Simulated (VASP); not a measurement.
```yaml
crystal:
  lattice:
    - [0.00000, 2.80323, 2.80323]
    - [2.80323, 0.00000, 2.80323]
    - [2.80323, 2.80323, 0.00000]
  atoms:
    - { symbol: Ag, position: [0.00000, 0.00000, 0.00000] }
    - { symbol: Cl, position: [0.50000, 0.50000, 0.50000] }
```

All values below come from PBE GGA, VASP's PBE PAW potentials (set 64) (plane waves; VASP). Numerical set-up: 520 eV cut-off, Gaussian smearing of 0.050 eV, potentials Ag Cl.

What does the run give for the band gap (along the path) with the smallest direct gap where there is one?

The band gap (along the path) is 0.92 eV. The smallest direct gap (along the path) is 2.89 eV.

Only differences to runs with the same potentials and settings are physical.

The compound is AgCl in the rock salt structure. It was relaxed first.
